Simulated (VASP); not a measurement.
This VASP 6.6.1 run on Li3Mg needs a look.

Contents of INCAR:

```
AGGAC    = 0.0          
ALGO     = Normal         # electronic algorithm
CSHIFT   = 0.1          
DIPOL    = 0.5 0.5 0.500
EDIFF    = 1E-7           # SCF threshold, eV
ENCUT    = 40             # plane-wave cutoff, eV
GGA      = MK             # functional
IDIPOL   = 3            
ISIF     = 2              # what is computed and relaxed
ISMEAR   = -1             # smearing method
LASPH    = True           # aspherical terms in the spheres
LCHARG   = False          # write CHGCAR
LDIPOL   = True         
LOPTICS  = True           # frequency-dependent dielectric function
LREAL    = False          # projectors in reciprocal space
LUSE_VDW = True         
LWAVE    = False          # write WAVECAR
NBANDS   = 48             # bands
NEDOS    = 1000           # points of the DOS
NELM     = 89             # most SCF steps
PARAM1   = 0.1234       
PARAM2   = 1.0          
PREC     = Accurate       # precision mode
SIGMA    = 0.02           # smearing width, eV
```

The input KPOINTS:

```
k-points
0
Gamma
  6 6 1
```

The input POSCAR:

```
Li3Mg
1.0
    4.3034419567      0.0000000000      0.0000000000
    0.0000000000      4.3034419567      0.0000000000
    0.0000000000      0.0000000000     25.7586048918
Li Mg
9 3
Direct
    0.5000000000      0.0000000000      0.2911648372
    0.0000000000      0.5000000000      0.2911648372
    0.5000000000      0.5000000000      0.3746989023
    0.5000000000      0.0000000000      0.4582329674
    0.0000000000      0.5000000000      0.4582329674
    0.5000000000      0.5000000000      0.5417670326
    0.5000000000      0.0000000000      0.6253010977
    0.0000000000      0.5000000000      0.6253010977
    0.5000000000      0.5000000000      0.7088351628
    0.0000000000      0.0000000000      0.3746989023
    0.0000000000      0.0000000000      0.5417670326
    0.0000000000      0.0000000000      0.7088351628
```

Potentials or basis: VASP PAW PBE potentials, release 64 (Li_sv, Mg).

Command:

```console
$ cat potpaw_PBE.64/Li_sv/POTCAR potpaw_PBE.64/Mg/POTCAR > POTCAR
$ mpirun -np 1 vasp_std > vasp.out
```

OUTCAR:

```text
EDIFF = 1E-7
   ENCUT = 40
   GGA = MK
   ISIF = 2
   ISMEAR = -1
   LASPH = True
   LREAL = False
   NELM = 89
   PREC = Accurate

 ion  position               nearest neighbor table
   1  0.500  0.000  0.291-  10 3.04  10 3.04
[... 386 lines left out ...]
     2.91472     0.66582     0.66582     0.51764    -0.00000    -0.00000     0.00000
     3.64340     0.62032     0.62032    -1.07132    -0.00000    -0.00000    -0.00000
[... 92 lines left out ...]
    71.41058     0.99175     0.99175     0.98951    -0.00000    -0.00000    -0.00000
    72.13926     0.99200     0.99200     0.98981    -0.00000    -0.00000    -0.00000

  frequency dependent IMAGINARY DIELECTRIC FUNCTION (independent particle, no local field effects) current-current
     E(ev)      X         Y         Z        XY        YZ        ZX
  --------------------------------------------------------------------------------------------------------------
     0.00000    76.26711    76.26711   156.42840    -0.00000     0.00000    -0.00000
     0.72868     3.61597     3.61597    19.04052    -0.00000     0.00000     0.00000
     1.45736     1.37872     1.37872     1.52148    -0.00000     0.00000    -0.00000
     2.18604     2.64205     2.64205     1.35815    -0.00000    -0.00000     0.00000
     2.91472     2.33604     2.33604     3.40100    -0.00000    -0.00000     0.00000
     3.64340     2.22259     2.22259     1.29385    -0.00000     0.00000    -0.00000
[... 92 lines left out ...]
    71.41058     0.00001     0.00001     0.00001    -0.00000     0.00000    -0.00000
    72.13926     0.00001     0.00001     0.00001    -0.00000     0.00000    -0.00000

  frequency dependent      REAL DIELECTRIC FUNCTION (independent particle, no local field effects) current-current
     E(ev)        X           Y           Z          XY          YZ          ZX
  --------------------------------------------------------------------------------------------------------------
     0.00000     9.91148     9.91148    42.18982     0.00000     0.00000     0.00000
     0.72868    -0.48515    -0.48515   -32.22962     0.00000     0.00000     0.00000
     1.45736     0.76460     0.76460    -3.28102     0.00000    -0.00000     0.00000
     2.18604     1.88108     1.88108     0.96933     0.00000    -0.00000     0.00000
     2.91472     0.54742     0.54742     0.33952     0.00000     0.00000    -0.00000
     3.64340     0.52098     0.52098    -1.10525     0.00000     0.00000     0.00000
[... 92 lines left out ...]
    71.41058     0.99183     0.99183     0.98961    -0.00000    -0.00000    -0.00000
    72.13926     0.99208     0.99208     0.98990    -0.00000    -0.00000    -0.00000
```

On the terminal:

```text
POSCAR found type information on POSCAR LiMg
 POSCAR found :  2 types and      12 ions
 scaLAPACK will be used
[... 35 lines left out ...]
 direction            1
 direction            2
 direction            3
```

Task: How did it end, and where is the flaw?

Result: The run converged. The input holds a flaw that was put in on purpose: cutoff typed in rydberg (ENCUT = 40). The program doesn't stop on it, so the numbers can't be trusted though the run ends normally.
